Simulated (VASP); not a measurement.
```
PtSe2
1.0
    1.88049    -3.25711     0.00000
    1.88049     3.25711     0.00000
    0.00000     0.00000     6.17016
Pt Se
1 2
Cartesian
  0.00000   0.00000   0.00000
  1.88049   1.08571   1.30803
  1.88049  -1.08571   4.86214
```

Calculation: PW91 GGA, VASP's PBE PAW potentials (set 64) (plane waves; VASP). Numerical set-up: 520 eV cut-off, 8×8×4 Γ-centred mesh, tetrahedra with Blöchl corrections, potentials Pt Se.

Without a dispersion term in the relaxation, distances and binding between the weakly bound layers, chains or molecules are unreliable, and so is what depends on them.

Estimate the energy per atom (σ→0).

```
Item                           Result
---------------------  --------------
energy per atom (σ→0)  -4.779 eV/atom
```

Only differences to runs with the same potentials and settings are physical.

The compound is PtSe2 in the 1T layered structure. It was relaxed first, which changed the volume by +23 %.
